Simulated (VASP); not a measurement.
A convergence study with VASP on CdO: one setting is varied, all else stays as given below, so the limit is that of these other settings.

```xyz
8
Lattice="3.3134 0.0000 0.0000 -3.3134 3.3134 0.0000 0.0000 0.0000 21.0288" Properties=species:S:1:pos:R:3 pbc="T T T"
Cd     0.0000     0.0000     9.3429
Cd    -1.6567     1.6567     7.0000
Cd     0.0000     0.0000    14.0288
Cd    -1.6567     1.6567    11.6859
O     -1.6567     1.6567     9.3429
O      0.0000     0.0000     7.0000
O     -1.6567     1.6567    14.0288
O      0.0000     0.0000    11.6859
```

Level of theory: PBE GGA, VASP's PBE PAW potentials (set 64) (plane waves; VASP 6.6.1). The tightest run used: 400 eV cut-off, 16×16×1 Γ-centred mesh, Fermi-Dirac smearing of 0.010 eV, potentials Cd O.

Question: The settings run are 3×3×1 mesh; 4×4×1 mesh; 5×5×1 mesh; 6×6×1 mesh; 7×7×1 mesh; 10×10×1 mesh; 12×12×1 mesh; 14×14×1 mesh; 16×16×1 mesh. From which on does the energy per atom stay within 0.01 eV/atom of the tightest run?

Answer: From 4×4×1 mesh on: it is off by 0.0058 there and by no more than 0.01 in any finer run, while 3×3×1 mesh is off by 0.0320.
| setting | E (eV/atom) | irreducible k-points | difference judged (eV/atom) |
|---|---|---|---|
| 3×3×1 mesh | -3.7426 | 3 | 0.0320 |
| 4×4×1 mesh | -3.7688 | 6 | 0.0058 |
| 5×5×1 mesh | -3.7727 | 6 | 0.0020 |
| 6×6×1 mesh | -3.7745 | 10 | 0.0001 |
| 7×7×1 mesh | -3.7746 | 10 | 0.0000 |
| 10×10×1 mesh | -3.7749 | 21 | 0.0002 |
| 12×12×1 mesh | -3.7748 | 28 | 0.0002 |
| 14×14×1 mesh | -3.7747 | 36 | 0.0000 |
| 16×16×1 mesh | -3.7746 | 45 | 0.0000 |

Left out are rungs that failed or repeat a setting and relaxations that didn't move; long series are thinned to 24 rows.

The cell is a sheet or thin cut with vacuum, built from a generated structure.
